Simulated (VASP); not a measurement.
Input of a VASP 6.6.1 run:

The input INCAR:

```
SYSTEM = HfTeSe5
PREC = Accurate ; ENCUT = 520
EDIFF = 1E-7 ; ISMEAR = 0
SIGMA = 0.1 ; LREAL = .False.
LASPH = .True. ; NELM = 120
ALGO = Normal ; ISIF = 3
LWAVE = .False. ; LCHARG = .False.
GGA = PE ; IBRION = 2
NSW = 60 ; EDIFFG = -0.005
POTIM = 0.3 ; KPAR = 4
```

Contents of KPOINTS:

```
regular mesh
0
Gamma
  8 8 4
  0 0 0
```

Contents of POSCAR:

```
HfTeSe5                                 
1.0
    4.0919074426      0.0000000000      0.0000000000
    0.0000000000      4.0919074426      0.0000000000
    0.0000000000      0.0000000000     11.9141774866
  Hf              Te              Se            
     1     1     5
Direct
     0.0000000000000000    0.0000000000000000    0.5000000000000000
     0.5000000000000000    0.5000000000000000    0.0000000000000000
     0.0000000000000000    0.5000000000000000    0.3434022176519277
     0.0000000000000000    0.5000000000000000    0.6565977823480722
     0.5000000000000000    0.0000000000000000    0.3434022176519277
     0.5000000000000000    0.0000000000000000    0.6565977823480722
     0.0000000000000000    0.0000000000000000    0.0000000000000000
```

Potentials or basis: VASP PAW PBE potentials, release 64 (Hf_pv, Te, Se).

Run with:

```sh
$ cat potpaw_PBE.64/Hf_pv/POTCAR potpaw_PBE.64/Te/POTCAR potpaw_PBE.64/Se/POTCAR > POTCAR
$ mpirun -np 4 vasp_std > vasp.out
```

(1) Predict the relaxed volume.

(2) Estimate the space group after relaxing (to 0.05 Å).

Results:

(1) 28.49 Å³/atom.

(2) P4/mmm (No. 123).

Caveat: this functional lacks dispersion, which binds the layers, so the pressure and a relaxed spacing across them are unreliable.
